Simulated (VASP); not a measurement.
Given:

```
PtSe2
1.0
    1.86085    -3.22308     0.00000
    1.86085     3.22308     0.00000
    0.00000     0.00000     5.35081
Pt Se
1 2
Cartesian
  0.00000   0.00000   0.00000
  1.86085   1.07436   1.28943
  1.86085  -1.07436   4.06138
```

Method: TPSS meta-GGA, VASP's PBE PAW potentials (set 64) (plane waves; VASP). Settings: 520 eV cut-off, 7×7×4 Γ-centred mesh, Gaussian smearing of 0.050 eV, potentials Pt Se.

Without a dispersion term in the relaxation, distances and binding between the weakly bound layers, chains or molecules are unreliable, and so is what depends on them.

Problem. The ions and cell shape at fixed volume are relaxed. Predict the relaxed structure.

Solution. 
```
PtSe2
1.0
    1.88069    -3.25745     0.00000
    1.88069     3.25745     0.00000
    0.00000     0.00000     5.23851
Pt Se
1 2
Direct
  0.00000   0.00000   0.00000
  0.33333   0.66667   0.24832
  0.66667   0.33333   0.75168
```
Space group P-3m1 (164), at a tolerance of 0.03 Å.

Problem. How much energy does the relaxation gain?

Solution. The energy (σ→0) changes by -6.2 meV/atom, in 6 ionic steps.

The compound is PtSe2 in the 1T layered structure. This cell is one point of a volume scan, at 0.97 of the reference volume. Symmetry was kept, so distortions that lower it aren't found.
